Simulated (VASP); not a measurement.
# WN₂H₂F₂: harmonic vibrations of a molecule

WN₂H₂F₂, molecule in box, 7 atoms in the cell. PBE, harmonic vibrations; PAW potentials N, W_sv, F, H (PBE set).

## Input

INCAR.step1:
```
  ALGO = Normal
  EDIFF = 1E-8
  EDIFFG = -0.005
  ENCUT = 400
  IBRION = 2
  ISIF = 2
  ISMEAR = 0
  ISYM = 0
  LASPH = True
  LCHARG = False
  LREAL = False
  LWAVE = False
  NELM = 100
  NSW = 150
  POTIM = 0.5
  PREC = Accurate
  SIGMA = 0.01
```

INCAR.step2, as INCAR.step1 but for:
```
- EDIFFG = -0.005
- IBRION = 2
- ISIF = 2
- NSW = 150
- POTIM = 0.5
+ IBRION = 5
+ NFREE = 2
+ NSW = 1
+ POTIM = 0.015
```

KPOINTS:
```
k-points
0
Gamma
  1 1 1
```

POSCAR.step1:
```
H2WN2F2
1.0
   13.0000000000      0.0000000000      0.0000000000
    0.0000000000     12.0000000000      0.0000000000
    0.0000000000      0.0000000000     13.0000000000
N W F H
2 1 2 2
Direct
    0.4027269200      0.5401708300      0.5540346200
    0.5934269200      0.4249541700      0.5332730800
    0.4947115400      0.4921041700      0.4676576900
    0.4317576900      0.3880625000      0.3813038500
    0.5508807700      0.6154375000      0.4003576900
    0.3712269200      0.5526625000      0.6239269200
    0.6307730800      0.3958541700      0.5956730800
```

Commands (each step's output is kept before the next begins):
```
cat potpaw_PBE.64/N/POTCAR potpaw_PBE.64/W_sv/POTCAR potpaw_PBE.64/F/POTCAR potpaw_PBE.64/H/POTCAR > POTCAR
cp INCAR.step1 INCAR
cp POSCAR.step1 POSCAR
mpirun -np 8 vasp_gam > vasp.out
cp CONTCAR POSCAR
cp INCAR.step2 INCAR
mpirun -np 8 vasp_gam > vasp.out
```

## Result

- Vibrations (cm⁻¹; a negative value is imaginary): 3544, 3542, 1005, 962, 692, 661, 652, 570, 544, 413, 295, 255, 238, 222, 172
- Zero-point energy (eV): 0.853
- Translations and rotations, which should read zero (cm⁻¹): -18, -15, -1, 8, 17, 26
- Vibrational entropy at 298 K (meV/K): 0.544
- Displaced cells: 42
- Ionic steps, all stages: 89
- Electronic steps, all stages: 1501

VASP 6.6.1 took 2438 s on 8 cores (AMD EPYC 7R43 (Zen 3)), a shared host.
